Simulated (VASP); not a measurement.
Given:

```yaml
crystal:
  lattice:
    - [0.00000, 2.39321, 2.39321]
    - [2.39321, 0.00000, 2.39321]
    - [2.39321, 2.39321, 0.00000]
  atoms:
    - { symbol: B, position: [0.00000, 0.00000, 0.00000] }
    - { symbol: As, position: [0.25000, 0.25000, 0.25000] }
```

The numbers are results of r2SCAN meta-GGA, VASP's PBE PAW potentials (set 64) (plane waves; VASP), not measurements. Settings: 600 eV cut-off, 10×10×10 Γ-centred mesh, Gaussian smearing of 0.050 eV, potentials B As.

Each relaxation starts from this cell; other phases were not tried.

Task: The cell is relaxed at 1 GPa. What happens?

Result: The volume per atom goes from 13.71 to 13.61 Å³ (-0.7 %), and the cell becomes a = b = c = 4.7753 Å, α = β = γ = 90.00°, space group F-43m. The gap on the mesh goes from 1.38 to 1.37 eV.

Task: The cell is relaxed at 15 GPa. What happens?

Result: The volume per atom goes from 13.71 to 12.55 Å³ (-8.4 %), and the cell becomes a = b = c = 4.648 Å, α = β = γ = 90.00°, space group F-43m. The gap on the mesh goes from 1.38 to 1.28 eV.

Failed runs are left out, and for metals the shear rows, which the mesh's noise covers.

The compound is BAs in the zinc blende structure.
